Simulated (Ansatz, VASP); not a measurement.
# In3As: VASP beside Ansatz, part 2 of 2

One calculation is typed for both programs; each brings its own data sets. How far apart do they land? The cell is generated by rule, not measured, and may not be a known phase. The cell is taken from a series of runs on this material, whose earlier steps may have relaxed, scaled, displaced or heated it; both programs get it as it stands.

VASP 6.6.1 and Ansatz 0.2.0.

So far. Step 2 (VASP: single point, PBEsol, pair 1): The run ends at a pressure of 1.05 GPa, with forces up to 0.23 eV/Å. Step 3 (Ansatz: single point, PBEsol, pair 1): The run ends at a pressure of 0.99 GPa, with forces up to 0.23 eV/Å.

**5. VASP: single point, PBEsol, pair 2**

Level of this step: PBEsol; plane waves and PAW (As, In_d); invented cell (VASP).

A single point gives forces, pressure and levels at one fixed geometry, so differences don't come from the geometry; what else differs is listed under the comparison.

Input file INCAR:

```
SYSTEM = In3As
PREC = Accurate
ENCUT = 500
EDIFF = 1E-06
NELM = 120
ISMEAR = 1
SIGMA = 0.15
LREAL = .FALSE.
ALGO = Normal
GGA = PS
NBANDS = 54
LORBIT = 11
LWAVE = .FALSE.
LCHARG = .FALSE.
ISIF = 2
LASPH = .TRUE.
GGA_COMPAT = .FALSE.
KPAR = 2
```

Input file POSCAR:

```
In3As
1.0
    0.0000000000      3.6418882994      3.6418882994
   -3.6418882994      3.6418882994      0.0000000000
   -3.6418882994     -3.6418882994      7.2837765988
As In
2 6
Direct
    0.0000000000      0.5000000000      0.5000000000
    0.0000000000      0.0000000000      0.0000000000
    0.7500000000      0.6250000000      0.8750000000
    0.7500000000      0.1250000000      0.3750000000
    0.2500000000      0.8750000000      0.6250000000
    0.2500000000      0.3750000000      0.1250000000
    0.5000000000      0.2500000000      0.7500000000
    0.5000000000      0.7500000000      0.2500000000
```

Input file KPOINTS:

```
Automatic mesh
0
Gamma
9 9 8
0 0 0
```

The projector-augmented-wave data sets are As and In_d (PBE family, release 64).

Started as:

```
$ mpirun -np 2 vasp_std
```

Numbers of over 12 decimals in the logs are rounded to 6 here.

The log of the run:

```text
[banner, memory and clock lines left out]
running    2 mpi-ranks, on    1 nodes
[...]
[... a notice as in an earlier step ...]

 LDA part: xc-table for (Slater+PW92), standard interpolation
|                                                                             |
|           W    W    AA    RRRRR   N    N  II  N    N   GGGG   !!!           |
|           W    W   A  A   R    R  NN   N  II  NN   N  G    G  !!!           |
|           W    W  A    A  R    R  N N  N  II  N N  N  G       !!!           |
|           W WW W  AAAAAA  RRRRR   N  N N  II  N  N N  G  GGG   !            |
|           WW  WW  A    A  R   R   N   NN  II  N   NN  G    G                |
|           W    W  A    A  R    R  N    N  II  N    N   GGGG   !!!           |
|                                                                             |
|     Your reciprocal lattice and k-lattice belong to different lattice       |
|     classes:                                                                |
|                                                                             |
|        The reciprocal lattice is rhombohedral (trigonal),                   |
|        whereas your k-lattice is base-centered monoclinic.                  |
|                                                                             |
|     Results are often still useful ...                                      |
|                                                                             |

 POSCAR, INCAR and KPOINTS ok, starting setup
[...]
entering main loop
       N       E                     dE             d eps       ncg     rms          rms(c)
DAV:   1     0.919895706404E+03    0.91990E+03   -0.40090E+04 19992   0.210E+03
DAV:   2     0.960142019882E+02   -0.82388E+03   -0.80988E+03 19980   0.540E+02
DAV:   3    -0.200863486253E+02   -0.11610E+03   -0.11325E+03 22078   0.215E+02
DAV:   4    -0.274631776109E+02   -0.73768E+01   -0.72701E+01 24088   0.547E+01
[...]
DAV:  11    -0.272940992529E+02    0.19194E-05   -0.10549E-04 24116   0.106E-01    0.104E-02
DAV:  12    -0.272940965399E+02    0.27130E-05   -0.18017E-05 27930   0.408E-02    0.107E-02
DAV:  13    -0.272940966278E+02   -0.87946E-07   -0.10650E-06 13218   0.929E-03
   1 F= -.27294097E+02 E0= -.27292523E+02  d E =-.472111E-02
```

Parts of OUTCAR (step 5):

```text
  Total       -0.4665639     -0.4665639     -0.4665639      0.3278112     -0.3278112     -0.3278112
  in kB       -3.8688495     -3.8688495     -3.8688495      2.7182822     -2.7182822     -2.7182822
  external PRESSURE =      -3.8688495 kB  Pullay stress =       0.0000000 kB

 POSITION                                       TOTAL-FORCE (eV/Angst)
 -----------------------------------------------------------------------------------
     -3.64189      0.00000      3.64189         0.000000      0.000000     -0.000000
      0.00000      0.00000      0.00000         0.000000      0.000000      0.000000
     -5.46283      1.82094      9.10472         0.021858      0.021858     -0.021858
     -1.82094      1.82094      5.46283         0.021858      0.021858     -0.021858
     -5.46283      1.82094      5.46283        -0.021858     -0.021858      0.021858
     -1.82094      1.82094      1.82094        -0.021858     -0.021858      0.021858
     -3.64189      0.00000      7.28378         0.000000     -0.000000      0.000000
     -3.64189      3.64189      3.64189         0.000000     -0.000000     -0.000000
 -----------------------------------------------------------------------------------
    total drift:                               -0.000000      0.000000      0.000000

  FREE ENERGIE OF THE ION-ELECTRON SYSTEM (eV)
  ---------------------------------------------------
  free  energy   TOTEN  =       -27.2940966278 eV

  energy  without entropy=      -27.2893755184  energy(sigma->0) =      -27.29252292

[... 3 further parts left out ...]
[key lines of the parts left out:]
E-fermi :   7.3001
```

The run ends at a pressure of -0.39 GPa, with forces up to 0.038 eV/Å.

**6. Ansatz: single point, PBEsol, pair 2**

The same cell, functional, mesh and smearing now go to Ansatz, which takes its cutoff from its data sets.

The cell is taken from a series of runs on this material, whose earlier steps may have relaxed, scaled, displaced or heated it; both programs get it as it stands.

Input file input.yaml:

```yaml
crystal:
  lattice:
    - [0.0, 3.6418882994, 3.6418882994]
    - [-3.6418882994, 3.6418882994, 0.0]
    - [-3.6418882994, -3.6418882994, 7.2837765988]
  atoms:
    - { symbol: As, position: [0.0, 0.5, 0.5] }
    - { symbol: As, position: [0.0, 0.0, 0.0] }
    - { symbol: In, position: [0.75, 0.625, 0.875] }
    - { symbol: In, position: [0.75, 0.125, 0.375] }
    - { symbol: In, position: [0.25, 0.875, 0.625] }
    - { symbol: In, position: [0.25, 0.375, 0.125] }
    - { symbol: In, position: [0.5, 0.25, 0.75] }
    - { symbol: In, position: [0.5, 0.75, 0.25] }
kpoints:
  mp_grid: { grid: [9, 9, 8] }
hamiltonian:
  xc: pbesol
scf:
  occupations: { method: methfessel_paxton, width: 0.15 }
output:
  forces: true
  stress: true
  eigenvalues: true
```

Started as:

```
$ ansatz run input.yaml --threads 4 --pin off --max-ram 7168MiB --backend cpu --events-out ev --progress --plain --runs-dir out
```

The log of the run:

```text
[...]
k-point 0: bands = [... 50 lower, 8.7705, 8.7774, 9.6345, 9.6348, 10.5413, 10.5414, 10.5419, 11.2006, ... 7 higher]
  k-point 1: bands = [... 50 lower, 8.7250, 8.8104, 9.6828, 9.6830, 10.5075, 10.5854, 10.5855, 11.0629, ... 7 higher]
  k-point 2: bands = [... 50 lower, 8.6153, 9.0040, 9.8202, 9.8204, 9.9423, 10.6213, 10.6214, 10.9132, ... 7 higher]
  k-point 184: bands = [... 50 lower, 9.4566, 9.4566, 9.7108, 9.7108, 11.7439, 11.7439, 12.2971, 12.2971, ... 7 higher]
[key lines of the parts left out:]
SCF converged after 8 iterations
Free energy (F): -42777.653791 eV
Fermi energy:    10.701087 eV
P = ⅓ Tr σ = -0.4095 GPa (-4.095 kbar)
```

The run ends at a pressure of -0.41 GPa, with forces up to 0.038 eV/Å.

**7. Differences**

What differs besides the data sets and the points named for the pairs above, as far as they apply: the data sets hold 108 valence electrons in Ansatz (on its default PAW (the set named soft_2) files) and 88 in VASP. Total energies have different zeros and are not compared.

The two programs side by side:

| quantity | Ansatz | VASP | difference |
| --- | --- | --- | --- |
| pressure (GPa) | -0.41 | -0.39 | -0.02 |

At this near-relaxed geometry the largest component of a force difference is 2 meV/Å.

**8. Ansatz: single point, PBEsol, pair 3**

With cell and atoms fixed, the geometry can't cause a difference; cores, projectors, grids and the points listed under the comparison can.

The cell is taken from a series of runs on this material, whose earlier steps may have relaxed, scaled, displaced or heated it; both programs get it as it stands.

input.yaml, the sections that differ from step 6:

```yaml
crystal:
  lattice:
    - [0.0, 3.6418882994, 3.6418882994]
    - [-3.6418882994, 3.6418882994, 0.0]
    - [-3.6418882994, -3.6418882994, 7.2837765988]
  atoms:
    - { symbol: As, position: [0.0063412189, 0.4968293906, 0.4904881717] }
    - { symbol: As, position: [-0.0063412189, 0.0031706094, 0.0095118283] }
    - { symbol: In, position: [0.7502507296, 0.6248746352, 0.8746239055] }
    - { symbol: In, position: [0.7497492704, 0.1251253648, 0.3753760945] }
    - { symbol: In, position: [0.2497492704, 0.8751253648, 0.6253760945] }
    - { symbol: In, position: [0.2502507296, 0.3748746352, 0.1246239055] }
    - { symbol: In, position: [0.5, 0.25, 0.75] }
    - { symbol: In, position: [0.5, 0.75, 0.25] }
# kpoints, hamiltonian, scf, output: as in step 6
```

The log of the run:

```text
[...]
Crystal: 8 atoms, lattice volume = 193.215 Å³
Basis set: ecut = 420 eV, 3809 PW (Γ), exchange–correlation on 72×72×120 points (8 copies of the dense FFT grid, shifted against one another)
Bands: 65, of which v1, the nominal top of the filled ones, is band 54 counted from 1 (53 counted from 0)
Symmetry: 4 space group operations
k-points: 185 of 648
[...]
k-point 0: bands = [... 50 lower, 8.7682, 8.7989, 9.6341, 9.6345, 10.4989, 10.5458, 10.5463, 11.1985, ... 7 higher]
  k-point 1: bands = [... 50 lower, 8.7235, 8.8154, 9.6822, 9.6826, 10.4922, 10.5894, 10.5898, 11.0046, ... 7 higher]
  k-point 2: bands = [... 50 lower, 8.6160, 9.0056, 9.8193, 9.8196, 9.9376, 10.6242, 10.6245, 10.8921, ... 7 higher]
  k-point 184: bands = [... 50 lower, 9.4412, 9.4420, 9.6174, 9.8322, 11.6855, 11.7985, 12.3064, 12.3152, ... 7 higher]
[key lines of the parts left out:]
SCF converged after 8 iterations
Free energy (F): -42777.672438 eV
Fermi energy:    10.694192 eV
P = ⅓ Tr σ = -0.4212 GPa (-4.212 kbar)
```

The run ends at a pressure of -0.42 GPa, with forces up to 0.22 eV/Å.

**9. VASP: single point, PBEsol, pair 3**

The same cell, functional, mesh and smearing now go to VASP, with its own data sets.

INCAR is that of step 5.

Input file POSCAR:

```
In3As
1.0
    0.0000000000      3.6418882994      3.6418882994
   -3.6418882994      3.6418882994      0.0000000000
   -3.6418882994     -3.6418882994      7.2837765988
As In
2 6
Direct
    0.0063412190      0.4968293906      0.4904881716
    0.9936587812      0.0031706094      0.0095118282
    0.7502507298      0.6248746352      0.8746239054
    0.7497492704      0.1251253648      0.3753760944
    0.2497492704      0.8751253648      0.6253760944
    0.2502507298      0.3748746352      0.1246239054
    0.5000000001      0.2500000000      0.7499999999
    0.5000000001      0.7500000000      0.2499999999
```

KPOINTS is that of step 5.

Started as:

```
$ mpirun -np 2 vasp_std
```

The log of the run:

```text
[banner, memory and clock lines left out]
running    2 mpi-ranks, on    1 nodes
[...]
[... a notice as in an earlier step ...]

 LDA part: xc-table for (Slater+PW92), standard interpolation
 [... a notice as in an earlier step ...]

 POSCAR, INCAR and KPOINTS ok, starting setup
[...]
entering main loop
       N       E                     dE             d eps       ncg     rms          rms(c)
DAV:   1     0.919967490432E+03    0.91997E+03   -0.40077E+04 19998   0.210E+03
DAV:   2     0.960673907125E+02   -0.82390E+03   -0.80990E+03 19980   0.540E+02
DAV:   3    -0.201298777113E+02   -0.11620E+03   -0.11336E+03 22088   0.215E+02
DAV:   4    -0.274861813824E+02   -0.73563E+01   -0.72506E+01 24112   0.548E+01
[...]
DAV:  11    -0.273126147272E+02    0.23485E-05   -0.12634E-04 25434   0.134E-01    0.128E-02
DAV:  12    -0.273126122188E+02    0.25084E-05   -0.22106E-05 27124   0.457E-02    0.108E-02
DAV:  13    -0.273126122756E+02   -0.56782E-07   -0.12140E-06 13098   0.101E-02
   1 F= -.27312612E+02 E0= -.27311970E+02  d E =-.192562E-02
```

Parts of OUTCAR (step 9):

```text
  Total       -0.4840723     -0.4840723     -0.4840723      0.3919782     -0.3919782     -0.3919782
  in kB       -4.0140332     -4.0140332     -4.0140332      3.2503690     -3.2503690     -3.2503690
  external PRESSURE =      -4.0140332 kB  Pullay stress =       0.0000000 kB

 POSITION                                       TOTAL-FORCE (eV/Angst)
 -----------------------------------------------------------------------------------
     -3.59570      0.04619      3.59570         0.125517      0.125517     -0.125517
     -0.04619      3.59570      3.68808        -0.125517     -0.125517      0.125517
     -5.46101      1.82277      9.10289         0.034489      0.034489     -0.034489
     -1.82277      1.81912      5.46466         0.008907      0.008907     -0.008907
     -5.46466      1.81912      5.46466        -0.034489     -0.034489      0.034489
     -1.81912      1.82277      1.81912        -0.008907     -0.008907      0.008907
     -3.64189      0.00000      7.28378         0.000000     -0.000000     -0.000000
     -3.64189      3.64189      3.64189         0.000000     -0.000000     -0.000000
 -----------------------------------------------------------------------------------
    total drift:                                0.000000     -0.000000     -0.000000

  FREE ENERGIE OF THE ION-ELECTRON SYSTEM (eV)
  ---------------------------------------------------
  free  energy   TOTEN  =       -27.3126122756 eV

  energy  without entropy=      -27.3106866556  energy(sigma->0) =      -27.31197040

[... 2 parts as in an earlier step ...]

[... 1 further part left out ...]
[key lines of the parts left out:]
E-fermi :   7.2933
```

The run ends at a pressure of -0.40 GPa, with forces up to 0.22 eV/Å.

**10. Side by side**

What differs besides the data sets and the points named for the pairs above, as far as they apply: the data sets hold 108 valence electrons in Ansatz (on its default PAW (the set named soft_2) files) and 88 in VASP. Total energies have different zeros and are not compared.

Both answers:

```
      quantity  Ansatz   VASP  difference
pressure (GPa)   -0.42  -0.40       -0.02
```

Forces (eV/Å; atoms numbered as in POSCAR):

```csv
atom,"Ansatz x, y, z","VASP x, y, z"
As1,"0.125, 0.125, -0.131","0.126, 0.126, -0.126"
As2,"-0.125, -0.125, 0.131","-0.126, -0.126, 0.126"
In3,"0.032, 0.032, -0.038","0.034, 0.034, -0.034"
In4,"0.008, 0.008, -0.011","0.009, 0.009, -0.009"
In5,"-0.032, -0.032, 0.038","-0.034, -0.034, 0.034"
In6,"-0.008, -0.008, 0.011","-0.009, -0.009, 0.009"
In7,"0.000, 0.000, 0.000","0.000, 0.000, 0.000"
In8,"0.000, 0.000, 0.000","0.000, 0.000, 0.000"
```

The forces differ by 2.2 meV/Å r.m.s., which is 3.4 % of the r.m.s. force of 0.065 eV/Å (both taken over all components).

**11. Outcome**

```
r.m.s. force difference (single point, PBEsol, pair 1) : 4.5 meV/Å
difference in pressure (single point, PBEsol, pair 2)  : -0.023 GPa
r.m.s. force difference (single point, PBEsol, pair 3) : 2.2 meV/Å
```

In words: The r.m.s. force difference is 4.5 meV/Å (single point, PBEsol, pair 1), within the 12 meV/Å picked in this series as the mark of a large difference. The data sets hold unlike numbers of valence electrons (108 in Ansatz and 88 in VASP), so part of the differences comes from the potentials. 1 further run of this series is not shown here. Such differences can come from data sets, numerical settings and the points named under the comparisons, not from the functional's error against experiment.

[Lines on the potential files, build, host, timing and source positions are cut from VASP's logs without a mark.]

[Logs are printed without paths, hosts, clocks, repeated set-up lines and the standing remarks that a program may print on its own settings, such as how far it seeks lower states.]

[Hosts, paths, dates, database ids (printed as entryN), source tags and the programs' standing remarks are cut or masked in the printed files.]
